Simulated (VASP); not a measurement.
Calculation: PBE GGA, VASP's PBE PAW potentials (set 64) (plane waves; VASP 6.6.1).

A VASP calculation is set up with these files.

### KPOINTS
```
Automatic mesh
0
G
14 14 14
0 0 0
```

INCAR:
```
ALGO = Normal
EDIFF = 1E-7
ENCUT = 480
GGA = PE
ISIF = 2
ISMEAR = 1
LASPH = T
LCHARG = F
LMAXMIX = 4
LREAL = F
LWAVE = F
NELM = 100
PREC = Accurate
SIGMA = 0.1
SYSTEM = Nb
```

**POSCAR**
```
Nb
1
   -1.6526994055     1.6526994055     1.6526994055
    1.6526994055    -1.6526994055     1.6526994055
    1.6526994055     1.6526994055    -1.6526994055
Nb
1
Direct
  0.0000000000   0.0000000000   0.0000000000
```

POTCAR, in this order: Nb_sv (PBE.64 set). Program: vasp_std.

Task: Estimate the energy per atom (σ→0), band gap (on the k-mesh).

Result: 
```
Quantity                                                     Value
------------------------  ----------------------------------------
energy per atom (σ→0)                              -10.211 eV/atom
band gap (on the k-mesh)  none (metal, semimetal or under 0.01 eV)
```

**OSZICAR**
```
...
DAV:   8    -0.102109256480E+02   -0.50801E-02   -0.12182E-02  2362   0.169E+00    0.562E-02
DAV:   9    -0.102109721470E+02   -0.46499E-04   -0.11337E-03  3614   0.372E-01    0.462E-02
DAV:  10    -0.102109906699E+02   -0.18523E-04   -0.27281E-05  2502   0.798E-02    0.166E-02
DAV:  11    -0.102109833616E+02    0.73083E-05   -0.63266E-06  2282   0.506E-02    0.298E-03
DAV:  12    -0.102109832097E+02    0.15190E-06   -0.22906E-07  2280   0.680E-03    0.131E-03
DAV:  13    -0.102109830167E+02    0.19299E-06   -0.41142E-08  1242   0.290E-03    0.364E-04
DAV:  14    -0.102109830051E+02    0.11562E-07   -0.11988E-08  1196   0.177E-03
   1 F= -.10210983E+02 E0= -.10210928E+02  d E =-.163739E-03
```

The compound is Nb in the bcc structure. It was relaxed first.
